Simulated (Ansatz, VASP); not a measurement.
**Be2SnCl in VASP and in Ansatz**

```
Be Sn Cl
1.0
     4.62636    0.00000    0.00000
     0.00000    4.62636    0.00000
     0.00000    0.00000    3.02868
Be Sn Cl
2 1 1
Direct
  0.50000 0.00000 0.00000
  0.00000 0.50000 0.00000
  0.00000 0.00000 0.50000
  0.50000 0.50000 0.00000
```

Alike in both runs: functional PBE; k mesh 10 × 10 × 16; occupations gaussian, width 0.1 eV; no spin polarisation.

Ansatz relaxed the structure, and its values are those at the end. VASP's run is a single point on that final structure, the one shown.

|  | VASP | Ansatz |
| --- | --- | --- |
| version | VASP 6.6.1 | Ansatz 0.2.0 |
| potentials or method | VASP PAW PBE potentials, release 64 (Be, Sn_d, Cl) | scalar-relativistic, plane waves, PAW |
| plane-wave cutoff (eV) | 520 | 420 |
| valence electrons in the cell | 25 | 25 |

```csv
,VASP,Ansatz,Ansatz less VASP
gap on the k mesh at the Fermi level (eV),none,none,-
pressure (GPa),0.0,0.0,+0.06
```

A gap of «none» marks a metal or a gap that the smearing closes.

Caveats: an odd number of electrons without spin polarisation forces a metal; a magnetic or distorted state may lie lower.
